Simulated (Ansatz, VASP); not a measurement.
**Cross-check of SrTiSi between VASP and Ansatz**

Aim: how closely do two programs agree when they are given the same cell, functional and k mesh? The cell is invented: As first built, before any earlier steps moved the atoms (in the runner's words): it takes the SrSiGe structure with some of its atoms replaced by other elements, volume scaled by an estimate. It may not be a known or stable phase. The cell is taken from a series of VASP runs on this material, whose earlier steps may have relaxed, scaled or displaced it; both programs get it as it stands.

Program: Ansatz 0.2.0. Level of theory: plane waves, with VASP 6.6.1 beside it; band structure at PBEsol with D4, spin-orbit coupling. Results are calculated unless marked as measured.

## Step 1: The structure

The structure is hexagonal, space group P-6m2 (No. 187). The conventional cell has a = 4.373 Å, b = 4.373 Å, c = 4.452 Å, α = 90.00°, β = 90.00°, γ = 120.00°. Sr has 6 Si at 3.37 Å and 6 Ti at 3.37 Å nearest. Nearest to Ti lie 3 Si at 2.52 Å and 6 Sr at 3.37 Å. Nearest to Si lie 3 Ti at 2.52 Å and 6 Sr at 3.37 Å. As first built, before any earlier steps moved the atoms (in the runner's words): sites of the SrSiGe structure (space group 187) filled with other elements, volume scaled by an estimate. Farther neighbours are not listed.

As a file:

```cif
data_structure
_symmetry_space_group_name_H-M 'P 1'
_symmetry_Int_Tables_number 1
_cell_length_a 4.3727
_cell_length_b 4.3727
_cell_length_c 4.4524
_cell_angle_alpha 90.000
_cell_angle_beta 90.000
_cell_angle_gamma 120.000
_cell_volume 73.73
loop_
_atom_site_label
_atom_site_type_symbol
_atom_site_fract_x
_atom_site_fract_y
_atom_site_fract_z
_atom_site_occupancy
Sr1 Sr 0.66667 0.33333 0.00000 1
Ti2 Ti 0.00000 0.00000 0.50000 1
Si3 Si 0.33333 0.66667 0.50000 1
```

## Step 2: Ansatz: band structure, PBEsol with D4, spin-orbit coupling

Ansatz runs on its fully relativistic PAW (standard-fr) files.

With cell and atoms fixed, the geometry can't cause a difference; cores, projectors, grids and the points listed under the comparison can.

Input file input.yaml:

```yaml
crystal:
  lattice:
    - [4.3727343976, -4.05e-08, 0.0]
    - [-2.1863677692, 3.786899037, 0.0]
    - [0.0, 0.0, 4.4524079147]
  atoms:
    - { symbol: Sr, position: [0.66666667, 0.33333333, 0.0] }
    - { symbol: Ti, position: [0.0, 0.0, 0.5] }
    - { symbol: Si, position: [0.33333333, 0.66666667, 0.5] }
hamiltonian:
  xc: pbesol
  pseudopotentials: { kind: paw_fr }
  dispersion: d4
magnetization:
  noncollinear: true
  spin_orbit: true
kpoints:
  mp_grid: { grid: [6, 6, 5] }
  band_path:
    path:
      - [0.0, 0.0, 0.0]
      - [0.13333, 0.0, 0.0]
      - [0.3, 0.0, 0.0]
      - [0.46667, 0.0, 0.0]
      - [0.46667, 0.06667, 0.0]
      - [0.41111, 0.17778, 0.0]
      - [0.35556, 0.28889, 0.0]
      - [0.28889, 0.28889, 0.0]
      - [0.17778, 0.17778, 0.0]
      - [0.06667, 0.06667, 0.0]
      - [0.0, 0.0, 0.03333]
      - [0.0, 0.0, 0.2]
      - [0.0, 0.0, 0.36667]
      - [0.0, 0.0, 0.5]
      - [0.16667, 0.0, 0.5]
      - [0.3, 0.0, 0.5]
      - [0.46667, 0.0, 0.5]
      - [0.46667, 0.06667, 0.5]
      - [0.41111, 0.17778, 0.5]
      - [0.35556, 0.28889, 0.5]
      - [0.28889, 0.28889, 0.5]
      - [0.17778, 0.17778, 0.5]
      - [0.06667, 0.06667, 0.5]
      - [0.5, 0.0, 0.46667]
      - [0.5, 0.0, 0.3]
      - [0.5, 0.0, 0.13333]
      - [0.33333, 0.33333, 0.0]
      - [0.33333, 0.33333, 0.16667]
      - [0.33333, 0.33333, 0.33333]
      - [0.33333, 0.33333, 0.5]
    npoints: 1
scf:
  occupations: { method: methfessel_paxton, width: 0.2 }
  n_extra_bands: 14
output:
  forces: true
  stress: true
  eigenvalues: true
```

Run with:

```bash
$ ansatz run input.yaml --threads 2 --pin off --max-ram 4608MiB --backend cpu --events-out ev --progress --plain --runs-dir out
```

Numbers of over 12 decimals in the logs are rounded to 6 here.

Output:

```text
Warning: the atoms were moved onto the symmetric positions of the space group found under crystal.symmetry.tolerance 1.0e-5 (fractional; no operation is sought that the atoms, as they stand in a round, miss by more than twice it, and no atom is moved by as much as it), and the run uses the moved positions. Before a round's move an operation carried an atom to 4.37e-8 Å from where it should land, the largest such dist [...]
scf.n_extra_bands = 14 over 26 filled bands (N_el = 26.0): the run solves 40 bands
Engine: ansatz 0.2.0, aarch64-unknown-linux-gnu
Pseudopotentials: kind: paw_fr
Pseudopotential: Sr, paw_fr, valence charge 10, recommended cutoff 420 eV (normal), Sr.paw.azcp#standard-fr
Pseudopotential: Ti, paw_fr, valence charge 12, recommended cutoff 420 eV (normal), Ti.paw.azcp#standard-fr
Pseudopotential: Si, paw_fr, valence charge 4, recommended cutoff 420 eV (normal), Si.paw.azcp#standard-fr
Functional definition: PBEsol
  exchange = pbesol_x
  correlation = pbesol_c
non-collinear run that drives no moment, with spin-orbit: no starting moment large enough to seed its density (crystal.atoms[].spin), no starting occupations that ask for one, no magnetisation constraint and no magnetic field, so the semilocal B_xc is pinned to zero
Crystal: 3 atoms, lattice volume = 73.728 Å³
Basis set: ecut = 420 eV, 1509 PW (Γ), exchange–correlation on 60×60×60 points (8 copies of the dense FFT grid, shifted against one another)
Bands: 40, of which v1, the nominal top of the filled ones, is band 26 counted from 1 (25 counted from 0)
Symmetry: 12 space group operations + 12 with time reversal
Magnetic group: BNS 187.210 (UNI 1440), of the structure as read, at distance tolerance 4.2e-5 Å
k-points: 21 of 180 (time reversal used)
Projection manifold: j_resolved (fully-relativistic pseudo-atomic orbitals)
Non-local potential: Sr, projectors of the file, l = 0: 3, l = 1: 4, l = 2: 4
Non-local potential: Ti, projectors of the file, l = 0: 3, l = 1: 4, l = 2: 6, l = 3: 2
Non-local potential: Si, projectors of the file, l = 0: 2, l = 1: 4, l = 2: 4
PAW form: soft (Blöchl's): semilocal exchange-correlation on the pseudo side does not see the compensation charge
PAW frozen core: Sr, regenerated for the run's functional, and the local potential with it (the file was generated under x = pbe(κ = 0.804, μ = 0.219515), c = pbe(β = 0.066725))
PAW frozen core: Ti, regenerated for the run's functional, and the local potential with it (the file was generated under x = pbe(κ = 0.804, μ = 0.219515), c = pbe(β = 0.066725))
PAW frozen core: Si, regenerated for the run's functional, and the local potential with it (the file was generated under x = pbe(κ = 0.804, μ = 0.219515), c = pbe(β = 0.066725))
PAW one-centre angular grid: Sr, 110 points (default); XC on 64 Gauss nodes
PAW one-centre angular grid: Ti, 590 points (default); XC on 96 Gauss nodes
PAW one-centre angular grid: Si, 110 points (default); XC on 64 Gauss nodes
Initial density: superposition of atomic densities (chi_scale 0.1, normalization cell, long waves kept (reshape's long-wave potential 0.00 eV rms))
Initial wavefunctions: pseudopotential atomic-orbital guess
Functional: x = pbesol(κ = 0.804, μ = 0.123457), c = pbesol(β = 0.046)
SCF iter   1: F=—  HF=-6589.162119 eV  |F-HF|=—  |Δ(HF+E_count)|=         —  Δρ=5.56e-2  dr2=3.42e0  dr2_m=0.00e0 (ungated)  ethr=3.10e-3  |M|=0.00e0 ∫|m|=0.00e0 μB  |m|>n=0.0e0 m-floor=0.0e0 τ_xc=0.0e0  β_m=0.30  ⟨swp⟩=10.8  Hψ=5317  notcnv=0
preconditioner: auto → Kerker (q_TF=auto, 2.293 Å⁻¹)  [metal: Δε(μ)=0.061 eV  Ē_g=5.307 eV  σ=0.200 eV  W_gap=0.25  n_scr=20 (ndim 8)  ℏωp=13.7 eV  f_vac=0.000  D(μ)=2.47/eV (n_scr^D=20)]
spin=Noncollinear: Kerker preconditioning applied to the charge; magnetization (m_x, m_y, m_z) channels mix plain (no charge-response kernel on spin).
SCF iter   2: F=—  HF=-6588.668695 eV  |F-HF|=—  |Δ(HF+E_count)|=   4.93e-1  S|Δr|=    0.00e0  Δρ=2.05e-2  dr2=3.32e-1  dr2_m=0.00e0 (ungated)  ethr=3.10e-3  |M|=0.00e0 ∫|m|=0.00e0 μB  |m|>n=0.0e0 m-floor=0.0e0 τ_xc=0.0e0  β_m=0.32  ⟨swp⟩=3.6  Hψ=1723  notcnv=0  defer=90
SCF iter   3: F=—  HF=-6588.634007 eV  |F-HF|=—  |Δ(HF+E_count)|=   3.47e-2  S|Δr|=    0.00e0  Δρ=1.44e-2  dr2=1.65e-1  dr2_m=0.00e0 (ungated)  ethr=1.28e-3  |M|=0.00e0 ∫|m|=0.00e0 μB  |m|>n=0.0e0 m-floor=0.0e0 τ_xc=0.0e0  β_m=0.66  ⟨swp⟩=1.0  Hψ=756  notcnv=0  defer=90
SCF iter   4: F=—  HF=-6588.616439 eV  |F-HF|=—  |Δ(HF+E_count)|=   1.76e-2  S|Δr|=    0.00e0  Δρ=7.54e-3  dr2=4.46e-2  dr2_m=0.00e0 (ungated)  ethr=6.36e-4  |M|=0.00e0 ∫|m|=0.00e0 μB  |m|>n=0.0e0 m-floor=0.0e0 τ_xc=0.0e0  β_m=0.64  ⟨swp⟩=1.9  Hψ=861  notcnv=0  defer=90
SCF iter   5: F=—  HF=-6588.608480 eV  |F-HF|=—  |Δ(HF+E_count)|=   7.96e-3  S|Δr|=    0.00e0  Δρ=1.58e-3  dr2=2.23e-3  dr2_m=0.00e0 (ungated)  ethr=1.72e-4  |M|=0.00e0 ∫|m|=0.00e0 μB  |m|>n=0.0e0 m-floor=0.0e0 τ_xc=0.0e0  β_m=0.82  ⟨swp⟩=2.0  Hψ=950  notcnv=0  defer=90
SCF iter   6: F=—  HF=-6588.608295 eV  |F-HF|=—  |Δ(HF+E_count)|=   1.85e-4  S|Δr|=    0.00e0  Δρ=4.08e-4  dr2=2.38e-4  dr2_m=0.00e0 (ungated)  ethr=8.57e-6  |M|=0.00e0 ∫|m|=0.00e0 μB  |m|>n=0.0e0 m-floor=0.0e0 τ_xc=0.0e0  β_m=0.91  ⟨swp⟩=2.3  Hψ=1025  notcnv=0  defer=90
SCF iter   7: F=—  HF=-6588.608281 eV  |F-HF|=—  |Δ(HF+E_count)|=   1.36e-5  S|Δr|=    0.00e0  Δρ=8.05e-5  dr2=6.38e-6  dr2_m=0.00e0 (ungated)  ethr=9.15e-7  |M|=0.00e0 ∫|m|=0.00e0 μB  |m|>n=0.0e0 m-floor=0.0e0 τ_xc=0.0e0  β_m=0.95  ⟨swp⟩=1.6  Hψ=814  notcnv=0  defer=90
SCF iter   8: F=—  HF=-6588.608284 eV  |F-HF|=—  |Δ(HF+E_count)|=   2.56e-6  S|Δr|=    0.00e0  Δρ=3.57e-5  dr2=1.74e-6  dr2_m=0.00e0 (ungated)  ethr=2.45e-8  |M|=0.00e0 ∫|m|=0.00e0 μB  |m|>n=0.0e0 m-floor=0.0e0 τ_xc=0.0e0  β_m=0.98  ⟨swp⟩=2.3  Hψ=1220  notcnv=0  defer=90
SCF iter   9: F=-6588.608284 eV  HF=-6588.608284 eV  |F-HF|=2.40e-8  |Δ(HF+E_count)|=   1.63e-7  S|Δr|=    0.00e0  Δρ=5.04e-6  dr2=3.82e-8  dr2_m=0.00e0 (ungated)  ethr=3.85e-10  |M|=0.00e0 ∫|m|=0.00e0 μB  |m|>n=0.0e0 m-floor=0.0e0 τ_xc=0.0e0  ⟨swp⟩=12.2  Hψ=4430  notcnv=0
SCF 1 converged in 9 iterations: F = -6588.608284 eV  dr2 = 3.82e-8
  greatest PAW one-centre occupation: 0.999 electrons in one spin orbital (limit 2), on the Ti atom at site 1 (counted from 0), in its partial waves of l = 0
NSCF: frozen V_eff on 30 k-points
SCF converged after 9 iterations
Stability not checked: this state was not tested for a lower state beside it, because cold or Methfessel-Paxton smearing, or corrected tetrahedra, fill the levels in a way that the test cannot read (fill_not_monotonic; see scf.lower_state_search)
Magnetization: |M| = 0.0000 μB,  M = (+0.0000, +0.0000, +0.0000) μB
Absolute magnetization: 0.0000 μB (∫|m|)
  site 0: m = (+0.0000, +0.0000, +0.0000) μB, |m| = 0.0000 μB  (R = 1.39 Å)
  site 1: m = (+0.0000, +0.0000, +0.0000) μB, |m| = 0.0000 μB  (R = 1.04 Å)
  site 2: m = (+0.0000, +0.0000, +0.0000) μB, |m| = 0.0000 μB  (R = 1.04 Å)
Free energy (F): -6588.608284 eV
Harris-Foulkes:  -6588.608284 eV  (|F-HF|=2.40e-8)
Internal energy: -6588.601048 eV  (E = F + TS)
E sigma→0 (E₀):  -6588.606475 eV
Entropy (-TS):   -0.007236 eV (-2.412 meV/atom)
Fermi energy:    8.564882 eV
--- Per-component energies (eV) ---
  E_band       = -289.794677
  E_kinetic    = 557.331901
  E_local      = -1808.671110  (includes V_loc(G=0)·N_el)
  E_nonlocal   = 241.091547
  E_hartree    = 632.262826
  E_xc         = -322.135050
  E_vxc        = -328.666731  (∫ρ·V_xc dr)
  E_paw        = -4167.149457  (= ΣΔE_a)
  E_vpaw       = -215.400776  (= ΣTr[D̂ρ^β])
  E_aug_tail   = 0.000114  (compensation charges beyond the density's cutoff)
  E_ewald      = -1721.280799
  E_disp       = -0.357365  (pairwise vdW)
  E_core_change = 0.306346  (= ΣΔE_core)
  E_smearing   = -0.007236  (= −TS)
  E_closure    = -0.000000  (closes the sum)
  Σ components = -6588.608284   (vs F -6588.608284, Δ=0.00e0)
--- Forces (eV/Å), atoms counted from 1 ---
  atom   1  Sr     0.00000000    -0.00000000     0.00000000
  atom   2  Ti     0.00000000    -0.00000000    -0.00000000
  atom   3  Si     0.00000000    -0.00000000     0.00000000
  max |Σ_I F_I| component: 2.96e-16 eV/Å
--- Stress (GPa, compression-positive) ---
        0.126866       0.000000       0.000000
        0.000000       0.126866       0.000000
        0.000000       0.000000       0.089285
  P = ⅓ Tr σ = 0.1143 GPa (1.143 kbar)
--- Band table (eV; the first three rows and the last of 21) ---
  k-point 0: bands = [... 22 lower, 7.1785, 7.1785, 8.5859, 8.5859, 9.0716, 9.0716, 9.0887, 9.0887, ... 10 higher]
  k-point 1: bands = [... 22 lower, 6.6048, 6.6058, 8.8657, 8.8657, 8.9206, 8.9206, 8.9225, 8.9337, ... 10 higher]
  k-point 2: bands = [... 22 lower, 6.5642, 6.5648, 8.6148, 8.6148, 8.6235, 8.6283, 9.4188, 9.4188, ... 10 higher]
  k-point 20: bands = [... 22 lower, 6.9210, 6.9354, 8.3076, 8.3193, 8.5769, 8.6057, 8.8905, 8.9285, ... 10 higher]
```

It took 14 s on 2 threads of Arm Neoverse V2, shared host; peak memory 0.56 GiB.

[end of part 1 of 2]

[Lines on the potential files, build, host, timing and source positions are cut from VASP's logs without a mark.]

[Logs are printed without paths, hosts, clocks, repeated set-up lines and the standing remarks that a program may print on its own settings, such as how far it seeks lower states.]

[Hosts, paths, dates, database ids (printed as entryN), source tags and the programs' standing remarks are cut or masked in the printed files.]
